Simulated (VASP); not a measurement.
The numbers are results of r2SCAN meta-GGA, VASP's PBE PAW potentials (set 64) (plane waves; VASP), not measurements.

VASP ran on this input.

### INCAR
```
SYSTEM = Ni3Si
PREC = Accurate
ENCUT = 400
EDIFF = 1E-6
NELM = 100
ALGO = Normal
LREAL = .FALSE.
LASPH = .TRUE.
ISMEAR = 1
SIGMA = 0.1
METAGGA = R2SCAN
LMIXTAU = .TRUE.
LMAXMIX = 4
LWAVE = .FALSE.
LCHARG = .FALSE.
IBRION = 2
ISIF = 3
NSW = 60
EDIFFG = -0.02
```

File POSCAR:
```
Ni3Si
1
    3.4609313672     0.0000000000     0.0000000000
    0.0000000000     3.4609313672     0.0000000000
    0.0000000000     0.0000000000     3.4609313672
Si Ni
1 3
Direct
  0.0000000000   0.0000000000   0.0000000000
  0.0000000000   0.5000000000   0.5000000000
  0.5000000000   0.0000000000   0.5000000000
  0.5000000000   0.5000000000   0.0000000000
```

File KPOINTS:
```
Automatic mesh
0
gamma
8 8 8
```

POTCAR, in this order: Si Ni (PBE.64 set). Program: vasp_std.

The resulting files:

**OUTCAR**
```
 ion  position               nearest neighbor table
   1  0.000  0.000  0.000-   2 2.45   3 2.45   4 2.45   2 2.45   3 2.45   2 2.45   4 2.45   2 2.45
                             3 2.45   4 2.45   3 2.45   4 2.45
   2  0.000  0.500  0.500-   1 2.45   3 2.45   4 2.45   1 2.45   4 2.45   1 2.45   3 2.45   1 2.45
                             3 2.45   4 2.45   4 2.45   3 2.45
   3  0.500  0.000  0.500-   1 2.45   2 2.45   4 2.45   1 2.45   4 2.45   2 2.45   4 2.45   4 2.45
                             1 2.45   2 2.45   1 2.45   2 2.45
   4  0.500  0.500  0.000-   1 2.45   2 2.45   3 2.45   2 2.45   3 2.45   1 2.45   3 2.45   3 2.45
                             1 2.45   2 2.45   2 2.45   1 2.45
  LATTYP: Found a simple cubic cell.
 ALAT       =     3.4609313672
 Subroutine PRICEL returns:
 Original cell was already a primitive cell.
 Subroutine GETGRP returns: Found 48 space group operations
The static configuration has the point symmetry O_h .
The dynamic configuration has the point symmetry O_h .
 Subroutine INISYM returns: Found 48 space group operations
 Subroutine IBZKPT returns following result:
 Found     35 irreducible k-points:

 Following reciprocal coordinates:
            Coordinates               Weight
  0.000000  0.000000  0.000000      1.000000
  0.125000  0.000000  0.000000      6.000000
  0.250000  0.000000  0.000000      6.000000
...
```

File OSZICAR:
```
       N       E                     dE             d eps       ncg     rms          rms(c)
DAV:   1     0.158890714657E+03    0.15889E+03   -0.13799E+04  1470   0.186E+03
DAV:   2    -0.439596468934E+02   -0.20285E+03   -0.19496E+03  1470   0.355E+02
DAV:   3    -0.538333213415E+02   -0.98737E+01   -0.95207E+01  1611   0.106E+02
DAV:   4    -0.540554125147E+02   -0.22209E+00   -0.22087E+00  1691   0.138E+01
DAV:   5    -0.540632968871E+02   -0.78844E-02   -0.78752E-02  1709   0.246E+00    0.208E+01
DAV:   6    -0.503179609438E+02    0.37453E+01   -0.65223E+01  1666   0.139E+02    0.185E+01
DAV:   7    -0.463734982667E+02    0.39445E+01   -0.17105E+01  1608   0.716E+01    0.478E+00
DAV:   8    -0.464127271840E+02   -0.39229E-01   -0.74459E-01  1693   0.775E+00    0.256E+00
DAV:   9    -0.463557008653E+02    0.57026E-01   -0.23394E-01  1657   0.811E+00    0.408E-01
DAV:  10    -0.463636021212E+02   -0.79013E-02   -0.14600E-02  1699   0.120E+00    0.160E-01
DAV:  11    -0.463642199977E+02   -0.61788E-03   -0.39820E-03  1655   0.591E-01    0.980E-02
DAV:  12    -0.463650997113E+02   -0.87971E-03   -0.97687E-04  1775   0.354E-01    0.346E-02
DAV:  13    -0.463651017203E+02   -0.20091E-05   -0.13968E-04  1563   0.119E-01    0.142E-02
DAV:  14    -0.463651498320E+02   -0.48112E-04   -0.77582E-05  1545   0.820E-02    0.923E-03
DAV:  15    -0.463651594740E+02   -0.96420E-05   -0.15443E-05  1668   0.628E-02    0.574E-03
DAV:  16    -0.463651669820E+02   -0.75080E-05   -0.10123E-05  1563   0.404E-02    0.175E-03
DAV:  17    -0.463651673939E+02   -0.41196E-06   -0.52067E-07   820   0.910E-03
   1 F= -.46365167E+02 E0= -.46365403E+02  d E =-.463652E+02
       N       E                     dE             d eps       ncg     rms          rms(c)
DAV:   1    -0.463761474519E+02   -0.10980E-01   -0.12830E-01  1490   0.584E+00    0.918E-01
DAV:   2    -0.463737054546E+02    0.24420E-02   -0.12966E-01  1645   0.624E+00    0.671E-01
DAV:   3    -0.463653758717E+02    0.83296E-02   -0.33613E-02  1650   0.327E+00    0.141E-01
DAV:   4    -0.463651303220E+02    0.24555E-03   -0.11852E-03  1504   0.259E-01    0.405E-02
DAV:   5    -0.463651203135E+02    0.10009E-04   -0.91465E-05  1636   0.108E-01    0.227E-02
DAV:   6    -0.463651174251E+02    0.28883E-05   -0.21816E-05  1912   0.606E-02    0.103E-02
DAV:   7    -0.463651245277E+02   -0.71026E-05   -0.17450E-05  1636   0.489E-02    0.466E-03
DAV:   8    -0.463651240897E+02    0.43806E-06   -0.91082E-06  1623   0.438E-02
   2 F= -.46365124E+02 E0= -.46365355E+02  d E =0.433043E-04
       N       E                     dE             d eps       ncg     rms          rms(c)
DAV:   1    -0.463677556451E+02   -0.26311E-02   -0.28553E-02  1490   0.274E+00    0.435E-01
DAV:   2    -0.463671863433E+02    0.56930E-03   -0.28687E-02  1645   0.295E+00    0.316E-01
DAV:   3    -0.463653472082E+02    0.18391E-02   -0.74190E-03  1650   0.154E+00    0.671E-02
DAV:   4    -0.463652925293E+02    0.54679E-04   -0.25625E-04  1491   0.122E-01    0.175E-02
DAV:   5    -0.463652899656E+02    0.25637E-05   -0.15910E-05  1595   0.425E-02    0.112E-02
DAV:   6    -0.463652874032E+02    0.25624E-05   -0.48637E-06  1524   0.308E-02    0.477E-03
DAV:   7    -0.463652863230E+02    0.10801E-05   -0.45878E-06  1359   0.264E-02    0.246E-03
DAV:   8    -0.463652866103E+02   -0.28728E-06   -0.19509E-06   759   0.220E-02
   3 F= -.46365287E+02 E0= -.46365521E+02  d E =-.119216E-03
```

### OUTCAR
```
------------------------ aborting loop because EDIFF is reached ----------------------------------------
  FORCE on cell =-STRESS in cart. coord.  units (eV):
  Direction    XX          YY          ZZ          XY          YZ          ZX
  --------------------------------------------------------------------------------------
  Total        0.0242029      0.0242029      0.0242029      0.0000000      0.0000000     -0.0000000
  in kB        0.9333255      0.9333255      0.9333255      0.0000000      0.0000000     -0.0000000
  external PRESSURE =       0.9333255 kB  Pullay stress =       0.0000000 kB
  volume of cell :       41.55
      direct lattice vectors                 reciprocal lattice vectors
     3.463496936 -0.000000000 -0.000000000     0.288725533 -0.000000000 -0.000000000
     0.000000000  3.463496936 -0.000000000     0.000000000  0.288725533 -0.000000000
     0.000000000  0.000000000  3.463496936     0.000000000  0.000000000  0.288725533
 POSITION                                       TOTAL-FORCE (eV/Angst)
 -----------------------------------------------------------------------------------
      0.00000      0.00000      0.00000         0.000000     -0.000000      0.000000
      0.00000      1.73175      1.73175        -0.000000      0.000000      0.000000
      1.73175      0.00000      1.73175         0.000000      0.000000      0.000000
      1.73175      1.73175     -0.00000         0.000000     -0.000000      0.000000
 -----------------------------------------------------------------------------------
    total drift:                                0.000000     -0.000000     -0.000000
  FREE ENERGIE OF THE ION-ELECTRON SYSTEM (eV)
  ---------------------------------------------------
  free  energy   TOTEN  =       -46.3652866103 eV

  energy  without entropy=      -46.3659905238  energy(sigma->0) =      -46.36552125

 reached required accuracy - stopping structural energy minimisation
```
(Selected blocks of OUTCAR.)

File CONTCAR:
```
Ni3Si
   1.00000000000000
     3.4634969363733483   -0.0000000000000000   -0.0000000000000000
     0.0000000000000000    3.4634969363733483   -0.0000000000000000
     0.0000000000000000    0.0000000000000000    3.4634969363733483
  Si              Ni
     1     3
Direct
     0.0000000000000000    0.0000000000000000    0.0000000000000000
     0.0000000000000000    0.5000000000000000    0.5000000000000000
     0.5000000000000000    0.0000000000000000    0.5000000000000000
     0.5000000000000000    0.5000000000000000    0.0000000000000000
```

The compound is Ni3Si in the L1_2 structure. This run relaxes it. Symmetry was kept, so distortions that lower it aren't found. The start is the result of an earlier pass. The run is not spin-polarised, so no magnetic state was tried.
